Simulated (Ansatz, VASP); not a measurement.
# LiZnF3: VASP beside Ansatz, part 2 of 3

Wanted: the spread between two codes on one cell, functional and k mesh. The cell is generated by rule, not measured, and may not be a known phase. The cell is taken from a series of runs on this material, whose earlier steps may have relaxed, scaled, displaced or heated it; both programs get it as it stands.

VASP 6.6.1 and Ansatz 0.2.0.

So far: Set-up; Ansatz: zone-centre phonons, PBEsol.

## 3. VASP: zone-centre phonons, PBEsol

Level of this step: PBEsol; plane waves and PAW (Li_sv, Zn, F); invented cell (VASP).

The same cell, functional and mesh now go to VASP, with its own data sets.

Lines of VASP's logs that name or quote its potential files are left out, and so is its time.

The input, INCAR:

```
SYSTEM = LiZnF3
PREC = Accurate
ENCUT = 750
EDIFF = 1E-08
NELM = 120
ISMEAR = 0
SIGMA = 0.01
LREAL = .FALSE.
ALGO = Normal
GGA = PS
NBANDS = 24
LORBIT = 11
LWAVE = .FALSE.
LCHARG = .FALSE.
ISIF = 2
IBRION = 8
LEPSILON = .TRUE.
LASPH = .TRUE.
GGA_COMPAT = .FALSE.
EFERMI = MIDGAP
KPAR = 2
```

The input, POSCAR:

```
LiZnF3
1.0
    2.7981950425      1.6155386611      2.3989209997
   -2.7981950425      1.6155386611      2.3989209997
    0.0000000000     -3.2310773221      2.3989209997
Li Zn F
1 1 3
Direct
    0.8569752929      0.8569752929      0.8569752929
    0.4962786408      0.4962786408      0.4962786408
    0.5432811476      0.0103820118      0.5432811476
    0.0103820118      0.5432811476      0.5432811476
    0.5432811476      0.5432811476      0.0103820118
```

The input, KPOINTS:

```
Automatic mesh
0
Gamma
6 6 6
0 0 0
```

PAW data sets: Li_sv, Zn and F (PBE family, release 64).

On the command line:

```sh
$ mpirun -np 2 vasp_std
```

The program printed:

```text
[banner, memory and clock lines left out]
running    2 mpi-ranks, on    1 nodes
 distrk:  each k-point on    1 cores,    2 groups
 distr:  one band on    1 cores,    1 groups

 POSCAR found type information on POSCAR LiZnF
 POSCAR found :  3 types and       5 ions
|                                                                             |
|               ----> ADVICE to this user running VASP <----                  |
|                                                                             |
|     You enforced a specific xc type in the INCAR file but a different       |
|     [... a line on the potential file left out ...]
|     I HOPE YOU KNOW WHAT YOU ARE DOING!                                     |
|                                                                             |

 LDA part: xc-table for (Slater+PW92), standard interpolation
 POSCAR, INCAR and KPOINTS ok, starting setup
 FFT: planning ... GRIDC
 FFT: planning ... GRID_SOFT
 FFT: planning ... GRID
 WAVECAR not read
 entering main loop
       N       E                     dE             d eps       ncg     rms          rms(c)
DAV:   1     0.410033469987E+03    0.41003E+03   -0.22962E+04  1544   0.230E+03
DAV:   2     0.175534066645E+02   -0.39248E+03   -0.37185E+03  1760   0.516E+02
DAV:   3    -0.211791159688E+02   -0.38733E+02   -0.38501E+02  1824   0.161E+02
DAV:   4    -0.236163949185E+02   -0.24373E+01   -0.24313E+01  2856   0.258E+01
DAV:   5    -0.236361714132E+02   -0.19776E-01   -0.19776E-01  1792   0.241E+00    0.108E+01
DAV:   6    -0.215653697500E+02    0.20708E+01   -0.59442E+00  2384   0.414E+01    0.668E+00
DAV:   7    -0.215568867004E+02    0.84830E-02   -0.93960E-01  1608   0.755E+00    0.411E+00
DAV:   8    -0.215581787385E+02   -0.12920E-02   -0.25878E-01  2232   0.812E+00    0.950E-01
DAV:   9    -0.215451782895E+02    0.13000E-01   -0.89576E-02  2400   0.116E+01    0.309E-01
DAV:  10    -0.215486100936E+02   -0.34318E-02   -0.17266E-02  1552   0.114E+00    0.248E-01
DAV:  11    -0.215491248347E+02   -0.51474E-03   -0.64864E-03  2200   0.233E+00    0.909E-02
DAV:  12    -0.215492196014E+02   -0.94767E-04   -0.16337E-03  1856   0.397E-01    0.225E-02
DAV:  13    -0.215492404430E+02   -0.20842E-04   -0.74443E-05  1864   0.140E-01    0.117E-02
DAV:  14    -0.215492419703E+02   -0.15273E-05   -0.29952E-05  1744   0.228E-01    0.500E-03
DAV:  15    -0.215492435197E+02   -0.15494E-05   -0.48165E-06  1808   0.387E-02    0.274E-03
DAV:  16    -0.215492434445E+02    0.75208E-07   -0.84994E-07  2224   0.232E-02    0.609E-04
DAV:  17    -0.215492434681E+02   -0.23628E-07   -0.20547E-07  2128   0.893E-03    0.758E-04
DAV:  18    -0.215492434414E+02    0.26708E-07   -0.11244E-07  1848   0.135E-02    0.152E-04
DAV:  19    -0.215492434447E+02   -0.32837E-08   -0.80289E-09  1280   0.161E-03
   1 F= -.21549243E+02 E0= -.21549243E+02  d E =0.000000E+00
 Linear response reoptimize wavefunctions to high precision
DAV:   1    -0.215492434458E+02   -0.10873E-08   -0.93020E-10  1368   0.727E-04
DAV:   2    -0.215492434458E+02   -0.77307E-10   -0.85019E-10   904   0.288E-04
 Linear response G [H, r] |phi>, progress :
  Direction:   1
       N       E                     dE             d eps       ncg     rms
RMM:   1    -0.119536844369E+03   -0.11954E+03    0.30756E+02  2599   0.221E+02
RMM:   2    -0.109328826318E+03    0.10208E+02   -0.36658E+01  2934   0.473E+01
RMM:   3    -0.109485364109E+03   -0.15654E+00   -0.34611E+00  3666   0.110E+01
RMM:   4    -0.109604046420E+03   -0.11868E+00   -0.83395E-01  3989   0.384E+00
RMM:   5    -0.109635263706E+03   -0.31217E-01   -0.19056E-01  4077   0.169E+00
RMM:   6    -0.109640928885E+03   -0.56652E-02   -0.45148E-02  4113   0.784E-01
RMM:   7    -0.109642184182E+03   -0.12553E-02   -0.13518E-02  4165   0.385E-01
RMM:   8    -0.109642329545E+03   -0.14536E-03   -0.15814E-03  4121   0.199E-01
RMM:   9    -0.109642373782E+03   -0.44237E-04   -0.77181E-03  4114   0.106E-01
RMM:  10    -0.109642353016E+03    0.20766E-04   -0.23912E-03  4122   0.593E-02
RMM:  11    -0.109642346872E+03    0.61437E-05   -0.32465E-03  4086   0.334E-02
RMM:  12    -0.109642335842E+03    0.11030E-04   -0.18713E-03  4020   0.196E-02
RMM:  13    -0.109642333837E+03    0.20047E-05   -0.20609E-03  4004   0.118E-02
RMM:  14    -0.109642330319E+03    0.35182E-05   -0.13934E-03  4011   0.744E-03
RMM:  15    -0.109642330116E+03    0.20342E-06   -0.14185E-03  3994   0.492E-03
RMM:  16    -0.109642328854E+03    0.12615E-05   -0.12922E-03  3960   0.348E-03
RMM:  17    -0.109642328622E+03    0.23249E-06   -0.12754E-03  3875   0.262E-03
RMM:  18    -0.109642328276E+03    0.34609E-06   -0.12519E-03  3740   0.213E-03
RMM:  19    -0.109642328161E+03    0.11481E-06   -0.12279E-03  3595   0.184E-03
RMM:  20    -0.109642328115E+03    0.46160E-07   -0.12161E-03  3426   0.167E-03
[...]
RMM:   5    -0.162126789008E+00   -0.36859E-04   -0.52254E-04 13653   0.893E-02    0.379E-03
RMM:   6    -0.162322061434E+00   -0.19527E-03   -0.33841E-04 14467   0.611E-02    0.288E-03
RMM:   7    -0.162368166467E+00   -0.46105E-04   -0.29095E-04 14684   0.431E-02    0.767E-04
RMM:   8    -0.162413959241E+00   -0.45793E-04   -0.23256E-04 14706   0.342E-02    0.314E-04
RMM:   9    -0.162404337029E+00    0.96222E-05   -0.17730E-04 14769   0.278E-02    0.498E-04
[...]
Linear response progress:
  Degree of freedom:   3/  6
       N       E                     dE             d eps       ncg     rms          rms(c)
RMM:   1    -0.217404175039E+00   -0.21740E+00   -0.49035E-02  9724   0.327E+00
RMM:   2    -0.213297057931E+00    0.41071E-02   -0.72811E-03  8384   0.896E-01    0.152E-01
RMM:   3    -0.212936996008E+00    0.36006E-03   -0.13253E-03 10738   0.196E-01    0.891E-02
RMM:   4    -0.212153357714E+00    0.78364E-03   -0.13113E-04 10973   0.760E-02    0.134E-02
RMM:   5    -0.212044851038E+00    0.10851E-03   -0.29281E-05 12882   0.219E-02    0.419E-03
RMM:   6    -0.212005085618E+00    0.39765E-04   -0.33445E-06 13106   0.108E-02    0.124E-03
RMM:   7    -0.211996104772E+00    0.89808E-05   -0.17879E-06 13566   0.514E-03    0.563E-04
RMM:   8    -0.211998327211E+00   -0.22224E-05    0.37182E-07 13662   0.263E-03    0.321E-04
RMM:   9    -0.211998558219E+00   -0.23101E-06    0.48899E-08 14334   0.136E-03    0.616E-05
RMM:  10    -0.211998904029E+00   -0.34581E-06   -0.30436E-07 14837   0.700E-04    0.314E-05
RMM:  11    -0.211998907326E+00   -0.32977E-08    0.26321E-08 15105   0.366E-04    0.106E-05
 first order change of Fermi-energy  -0.14795E-02
 force on displaced ion       2 direction 1 :  -8.403  -0.000  -0.000
 Born effective charge ion    2 direction 1 :   2.216   0.000   0.000
 Linear response progress:
  Degree of freedom:   4/  6
       N       E                     dE             d eps       ncg     rms          rms(c)
RMM:   1    -0.217839412070E+00   -0.21784E+00   -0.61999E-02  2759   0.320E+00
RMM:   2    -0.213112931981E+00    0.47265E-02   -0.66058E-03  2399   0.869E-01    0.144E-01
RMM:   3    -0.212750143925E+00    0.36279E-03   -0.12005E-03  3100   0.192E-01    0.845E-02
RMM:   4    -0.211988161317E+00    0.76198E-03   -0.11912E-04  3150   0.697E-02    0.107E-02
RMM:   5    -0.211887490933E+00    0.10067E-03   -0.29031E-05  3623   0.239E-02    0.352E-03
RMM:   6    -0.211851782970E+00    0.35708E-04   -0.72546E-06  3606   0.121E-02    0.109E-03
RMM:   7    -0.211846879609E+00    0.49034E-05   -0.14866E-06  3743   0.537E-03    0.517E-04
RMM:   8    -0.211847811907E+00   -0.93230E-06   -0.38843E-07  3751   0.284E-03    0.269E-04
RMM:   9    -0.211848737356E+00   -0.92545E-06    0.98132E-08  3834   0.153E-03    0.577E-05
RMM:  10    -0.211849034880E+00   -0.29752E-06   -0.15415E-06  3859   0.796E-04    0.186E-05
RMM:  11    -0.211849022969E+00    0.11911E-07    0.36114E-07  4020   0.421E-04    0.936E-06
RMM:  12    -0.211849001238E+00    0.21731E-07   -0.40378E-08  4069   0.234E-04    0.959E-06
RMM:  13    -0.211848977348E+00    0.23890E-07   -0.40485E-08  4056   0.138E-04    0.438E-06
RMM:  14    -0.211848959876E+00    0.17472E-07   -0.28003E-08  3998   0.810E-05    0.193E-06
RMM:  15    -0.211848969311E+00   -0.94345E-08    0.25773E-08  3967   0.474E-05    0.148E-06
 first order change of Fermi-energy   0.46219E+00
 force on displaced ion       2 direction 3 :  -0.000  -0.000  -8.207
 Born effective charge ion    2 direction 3 :   0.000   0.000   2.268
 Linear response progress:
  Degree of freedom:   5/  6
       N       E                     dE             d eps       ncg     rms          rms(c)
RMM:   1    -0.547289230260E+00   -0.54729E+00    0.83721E-01 13175   0.483E+00
RMM:   2    -0.533944777985E+00    0.13344E-01   -0.10590E-02 10099   0.912E-01    0.143E-01
RMM:   3    -0.535214595276E+00   -0.12698E-02   -0.12520E-03 12736   0.229E-01    0.803E-02
RMM:   4    -0.536684015257E+00   -0.14694E-02   -0.40755E-04 12526   0.120E-01    0.157E-02
RMM:   5    -0.536799061954E+00   -0.11505E-03   -0.12660E-04 14884   0.528E-02    0.723E-03
RMM:   6    -0.536808237483E+00   -0.91755E-05   -0.28575E-05 14752   0.248E-02    0.233E-03
RMM:   7    -0.536781256833E+00    0.26981E-04   -0.88972E-06 15468   0.121E-02    0.121E-03
RMM:   8    -0.536775140154E+00    0.61167E-05   -0.71443E-07 15027   0.602E-03    0.504E-04
RMM:   9    -0.536776160532E+00   -0.10204E-05   -0.22055E-06 15610   0.330E-03    0.965E-05
RMM:  10    -0.536776933764E+00   -0.77323E-06    0.48160E-07 15761   0.162E-03    0.611E-05
RMM:  11    -0.536777156773E+00   -0.22301E-06   -0.70233E-08 15760   0.829E-04    0.389E-05
RMM:  12    -0.536777200433E+00   -0.43659E-07   -0.13733E-07 15696   0.465E-04    0.182E-05
RMM:  13    -0.536777213853E+00   -0.13421E-07    0.34103E-08 15712   0.264E-04    0.137E-05
RMM:  14    -0.536777236777E+00   -0.22924E-07   -0.72511E-08 15766   0.154E-04    0.509E-06
RMM:  15    -0.536777231678E+00    0.50989E-08   -0.31271E-08 15938   0.892E-05    0.458E-06
 first order change of Fermi-energy  -0.32045E+00
 force on displaced ion       3 direction 1 :  -8.333   4.070   2.903
 Born effective charge ion    3 direction 1 :  -1.259   0.286   0.325
 Linear response progress:
  Degree of freedom:   6/  6
       N       E                     dE             d eps       ncg     rms          rms(c)
RMM:   1    -0.544570914203E+00   -0.54457E+00    0.83057E-01  7722   0.473E+00
RMM:   2    -0.533859061857E+00    0.10712E-01   -0.91248E-03  5973   0.836E-01    0.111E-01
RMM:   3    -0.535077087492E+00   -0.12180E-02   -0.10675E-03  7478   0.211E-01    0.621E-02
RMM:   4    -0.536448761223E+00   -0.13717E-02   -0.38135E-04  7659   0.110E-01    0.155E-02
RMM:   5    -0.536674618966E+00   -0.22586E-03   -0.11928E-04  8714   0.508E-02    0.671E-03
RMM:   6    -0.536683029021E+00   -0.84101E-05   -0.30446E-05  8678   0.246E-02    0.238E-03
RMM:   7    -0.536647774136E+00    0.35255E-04   -0.91890E-06  9096   0.123E-02    0.114E-03
RMM:   8    -0.536646022822E+00    0.17513E-05   -0.20353E-06  8829   0.610E-03    0.324E-04
RMM:   9    -0.536648934755E+00   -0.29119E-05   -0.19668E-06  9093   0.322E-03    0.128E-04
RMM:  10    -0.536648887794E+00    0.46961E-07   -0.55193E-08  9102   0.159E-03    0.107E-04
RMM:  11    -0.536649313897E+00   -0.42610E-06   -0.76535E-07  9204   0.859E-04    0.268E-05
RMM:  12    -0.536649448473E+00   -0.13458E-06   -0.14492E-07  9203   0.473E-04    0.168E-05
RMM:  13    -0.536649436727E+00    0.11747E-07   -0.92770E-08  9275   0.261E-04    0.963E-06
RMM:  14    -0.536649460431E+00   -0.23705E-07   -0.51060E-08  9173   0.151E-04    0.207E-06
RMM:  15    -0.536649461812E+00   -0.13804E-08   -0.97678E-08  9226   0.869E-05    0.262E-06
 first order change of Fermi-energy  -0.29245E+00
 force on displaced ion       3 direction 3 :   2.903  -1.676  -4.921
 Born effective charge ion    3 direction 3 :   0.333  -0.192  -1.094
 Born effective charges drift removed
 Linear response finished
```

(Part 2 of 3 ends here.)

[Lines on the potential files, build, host, timing and source positions are cut from VASP's logs without a mark.]

[Logs are printed without paths, hosts, clocks, repeated set-up lines and the standing remarks that a program may print on its own settings, such as how far it seeks lower states.]

[Hosts, paths, dates, database ids (printed as entryN), source tags and the programs' standing remarks are cut or masked in the printed files.]
